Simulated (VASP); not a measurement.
Output of a VASP run:

OUTCAR:
```
 ion  position               nearest neighbor table
   1  0.000  0.000  0.000-   2 3.11   2 3.11   2 3.11   2 3.11   2 3.13   2 3.13
   2  0.500  0.500  0.500-   1 3.11   1 3.11   1 3.11   1 3.11   1 3.13   1 3.13
  LATTYP: Found a body centered tetragonal cell.
 ALAT       =     4.3981648090
 C/A-ratio  =     1.4213201632
 Subroutine PRICEL returns:
 Original cell was already a primitive cell.
 Subroutine GETGRP returns: Found 16 space group operations
The static configuration has the point symmetry D_4h.
The dynamic configuration has the point symmetry D_4h.
 Subroutine INISYM returns: Found 16 space group operations
 Subroutine IBZKPT returns following result:
 Found     59 irreducible k-points:

 Following reciprocal coordinates:
            Coordinates               Weight
  0.000000  0.000000  0.000000      1.000000
  0.125000  0.000000  0.000000      8.000000
  0.250000  0.000000  0.000000      8.000000
  0.375000  0.000000  0.000000      8.000000
  0.500000  0.000000  0.000000      4.000000
  0.125000  0.125000  0.000000      2.000000
  0.250000  0.125000  0.000000      8.000000
  0.375000  0.125000  0.000000      8.000000
  0.500000  0.125000  0.000000      8.000000
 -0.375000  0.125000  0.000000      8.000000
 -0.250000  0.125000  0.000000      8.000000
 -0.125000  0.125000  0.000000      4.000000
  0.250000  0.250000  0.000000      2.000000
  0.375000  0.250000  0.000000      8.000000
  0.500000  0.250000  0.000000      8.000000
 -0.375000  0.250000  0.000000      8.000000
 -0.250000  0.250000  0.000000      4.000000
  0.375000  0.375000  0.000000      2.000000
  0.500000  0.375000  0.000000      8.000000
 -0.375000  0.375000  0.000000      4.000000
  0.500000  0.500000  0.000000      1.000000
  0.125000  0.000000  0.125000      4.000000
  0.250000  0.000000  0.125000     16.000000
  0.375000  0.000000  0.125000     16.000000
  0.500000  0.000000  0.125000     16.000000
 -0.375000  0.000000  0.125000     16.000000
 -0.250000  0.000000  0.125000     16.000000
 -0.125000  0.000000  0.125000      8.000000
  0.375000  0.250000  0.125000      8.000000
  0.500000  0.250000  0.125000     16.000000
 -0.375000  0.250000  0.125000     16.000000
 -0.250000  0.250000  0.125000     16.000000
 -0.125000  0.250000  0.125000      8.000000
  0.500000  0.375000  0.125000      8.000000
 -0.375000  0.375000  0.125000     16.000000
 -0.250000  0.375000  0.125000      8.000000
 -0.375000  0.500000  0.125000      4.000000
  0.250000  0.000000  0.250000      4.000000
  0.375000  0.000000  0.250000     16.000000
  0.500000  0.000000  0.250000     16.000000
   k-points           NKPTS =     59   k-points in BZ     NKDIM =     59   number of bands    NBANDS=     12
   number of dos      NEDOS =    301   number of ions     NIONS =      2
   total plane-waves  NPLWV =  32768
   dimension x,y,z NGX =    32 NGY =   32 NGZ =   32
   dimension x,y,z NGXF=    64 NGYF=   64 NGZF=   64
   ions per type =               1   1
   PREC   = accura    normal or accurate (medium, high low for compatibility)
   ISTART =      0    job   : 0-new  1-cont  2-samecut
   ICHARG =      2    charge: 1-file 2-atom 10-const
   ISPIN  =      1    spin polarized calculation?
   LNONCOLLINEAR =      F non collinear calculations
   LSORBIT =      F    spin-orbit coupling
   INIWAV =      1    electr: 0-lowe 1-rand  2-diag
   ENCUT  =  480.0 eV  35.28 Ry    5.94 a.u.   7.88  7.88  7.86*2*pi/ulx,y,z
   NELM   =    100;   NELMIN=  2; NELMDL= -5     # of ELM steps
   EDIFF  = 0.1E-06   stopping-criterion for ELM
   LREAL  =      F    real-space projection
   NLSPLINE    = F    spline interpolate recip. space projectors
   LMAXMIX     =    2 max onsite mixed and CHGCAR
   VOSKOWN=      0    Vosko Wilk Nusair interpolation
   EDIFFG = 0.1E-05   stopping-criterion for IOM
   NSW    =      0    number of steps for IOM
   NBLOCK =      1;   KBLOCK =      1    inner block; outer block
...
```

OSZICAR:
```
       N       E                     dE             d eps       ncg     rms          rms(c)
DAV:   1     0.103623878836E+03    0.10362E+03   -0.71379E+03  1416   0.114E+03
DAV:   2    -0.130556500753E+01   -0.10493E+03   -0.97525E+02  1884   0.268E+02
DAV:   3    -0.707509425183E+01   -0.57695E+01   -0.57414E+01  1824   0.596E+01
DAV:   4    -0.726444343725E+01   -0.18935E+00   -0.18917E+00  2416   0.990E+00
DAV:   5    -0.726560846551E+01   -0.11650E-02   -0.11650E-02  1848   0.816E-01    0.339E+00
DAV:   6    -0.702490622142E+01    0.24070E+00   -0.45357E-01  1708   0.396E+00    0.278E+00
DAV:   7    -0.701156968469E+01    0.13337E-01   -0.10755E-01  1812   0.210E+00    0.159E+00
DAV:   8    -0.702143244575E+01   -0.98628E-02   -0.17898E-02  2020   0.116E+00    0.186E-01
DAV:   9    -0.702197767029E+01   -0.54522E-03   -0.96602E-04  1872   0.210E-01    0.942E-02
DAV:  10    -0.702254328577E+01   -0.56562E-03   -0.52221E-04  1640   0.182E-01    0.158E-02
DAV:  11    -0.702255820148E+01   -0.14916E-04   -0.19003E-05  1852   0.352E-02    0.111E-02
DAV:  12    -0.702256152995E+01   -0.33285E-05   -0.73712E-06  1756   0.188E-02    0.469E-03
DAV:  13    -0.702256149241E+01    0.37538E-07   -0.91752E-07  1852   0.766E-03
   1 F= -.70225615E+01 E0= -.70225615E+01  d E =-.704160E-22
```

**OUTCAR**
```
------------------------ aborting loop because EDIFF is reached ----------------------------------------
  FORCE on cell =-STRESS in cart. coord.  units (eV):
  Direction    XX          YY          ZZ          XY          YZ          ZX
  --------------------------------------------------------------------------------------
  Total        0.0849772      0.0849772      0.0118361      0.0000000      0.0000000      0.0000000
  in kB        2.2518362      2.2518362      0.3136476      0.0000000      0.0000000      0.0000000
  external PRESSURE =       1.6057733 kB  Pullay stress =       0.0000000 kB
  volume of cell :       60.46
      direct lattice vectors                 reciprocal lattice vectors
     0.000000000  3.109972161  3.125600162    -0.160773143  0.160773143  0.159969278
     3.109972161  0.000000000  3.125600162     0.160773143 -0.160773143  0.159969278
     3.109972161  3.109972161  0.000000000     0.160773143  0.160773143 -0.159969278
  FREE ENERGIE OF THE ION-ELECTRON SYSTEM (eV)
  ---------------------------------------------------
  free  energy   TOTEN  =        -7.0225614924 eV

  energy  without entropy=       -7.0225614924  energy(sigma->0) =       -7.02256149
```
(Selected blocks of OUTCAR.)

**POSCAR**
```
KCl
1
    0.0000000000     3.1099721612     3.1256001620
    3.1099721612     0.0000000000     3.1256001620
    3.1099721612     3.1099721612     0.0000000000
K Cl
1 1
Direct
  0.0000000000   0.0000000000   0.0000000000
  0.5000000000   0.5000000000   0.5000000000
```

Task: Write an INCAR and KPOINTS that could have produced this output.

Result: This is not unique; one that fits is the input of the run itself, PBEsol GGA, plane waves, VASP's PBE PAW potentials (set 64).

### INCAR
```
SYSTEM = KCl
PREC = Accurate; ENCUT = 480; LREAL = .FALSE.
LASPH = .TRUE.
EDIFF = 1E-7; NELM = 100; ALGO = Normal
ISMEAR = 0; SIGMA = 0.05
GGA = PS
ISIF = 2
LWAVE = .FALSE.; LCHARG = .FALSE.
```

KPOINTS:
```
Automatic mesh
0
Gamma
8 8 8
0 0 0
```

POTCAR, in this order: K_sv Cl (PBE.64 set). Program: vasp_std.

The compound is KCl in the rock salt structure. This cell was strained or had an atom moved on purpose.
